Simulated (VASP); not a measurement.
An input for Ansatz (written as the equivalent of a VASP run, and not itself run):

Ansatz 0.2 input:
```yaml
crystal:
  lattice:
    - [1.4771057, -2.5584219, 0.0000000]
    - [1.4771057, 2.5584219, 0.0000000]
    - [0.0000000, 0.0000000, 4.9258381]
  atoms:
    - { symbol: Zr, position: [0.3333330, 0.6666670, 0.2500000] }
    - { symbol: Zr, position: [0.6666670, 0.3333330, 0.7500000] }
kpoints:
  mp_grid: { grid: [14, 14, 8] }
hamiltonian:
  xc: pbe
  pseudopotentials: { kind: paw }
scf:
  occupations: { method: methfessel_paxton, width: 0.1 }
  max_iter: 100
relax:
  max_steps: 40
  f_tol: 0.02
  cell: { p_target: 45 }
output: { forces: true, stress: true, eigenvalues: true }
```

**Question.** Translate this input to VASP (INCAR, KPOINTS, POSCAR, choice of POTCAR).

**Answer.** Several could match; the one computed here: 
**POSCAR**
```
Zr
1
    1.4771057276    -2.5584218837     0.0000000000
    1.4771057276     2.5584218837    -0.0000000000
   -0.0000000000     0.0000000000     4.9258381230
Zr
2
Direct
  0.3333330000   0.6666670000   0.2500000000
  0.6666670000   0.3333330000   0.7500000000
```

INCAR:
```
ISIF = 3   ! ions, shape and volume
LASPH = .TRUE.
EDIFFG = -0.02   ! ionic stop
PSTRESS = 450
ALGO = Normal   ! blocked Davidson
SIGMA = 0.1
ISMEAR = 1
ENCUT = 500
LREAL = .FALSE.
EDIFF = 1E-6   ! SCF stop (eV)
LWAVE = .FALSE.
IBRION = 2
NSW = 40   ! most ionic steps
SYSTEM = Zr
GGA = PE   ! PBE
LMAXMIX = 4
LCHARG = .FALSE.
PREC = Accurate
NELM = 100   ! most electronic steps
```

KPOINTS:
```
Automatic mesh
0
Gamma
14 14 8
0 0 0
```

POTCAR, in this order: Zr_sv (PBE.64 set). Program: vasp_std.

What does not carry over: each code has its own PAW files, so the cut-off isn't converted (ENCUT is set for VASP's; basis.ecutwfc is left out, and Ansatz then takes the one that its files recommend); Ansatz stops its SCF on the density residual and VASP on the energy change (EDIFF).

The compound is Zr in the hcp structure. This run relaxes it under an external pressure of 45 GPa. Symmetry was kept, so distortions that lower it aren't found.
